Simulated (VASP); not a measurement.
Here is the system:

```xyz
4
Lattice="3.5802 0.0000 0.0000 0.0000 3.5802 0.0000 0.0000 0.0000 3.5802" Properties=species:S:1:pos:R:3 pbc="T T T"
Si     0.0000     0.0000     0.0000
Ni     0.0000     1.7901     1.7901
Ni     1.7901     0.0000     1.7901
Ni     1.7901     1.7901     0.0000
```

The numbers are results of PBE GGA, VASP's PBE PAW potentials (set 64) (plane waves; VASP), not measurements. Numerical set-up: 400 eV cut-off, 8×8×8 Γ-centred mesh, first-order Methfessel-Paxton smearing of 0.10 eV, potentials Si Ni.

Q: Predict the energy per atom (σ→0), pressure, band gap (on the k-mesh) with the smallest direct gap where there is one.

A: 
band gap (on the k-mesh): none (metal, semimetal or under 0.01 eV)
energy per atom (σ→0): -5.894 eV/atom
pressure: -11.83 GPa

Total energies compare only between runs with the same potentials, cut-off and functional.

The compound is Ni3Si in the L1_2 structure. The cell was not relaxed at this level. The run is not spin-polarised, so no magnetic state was tried.
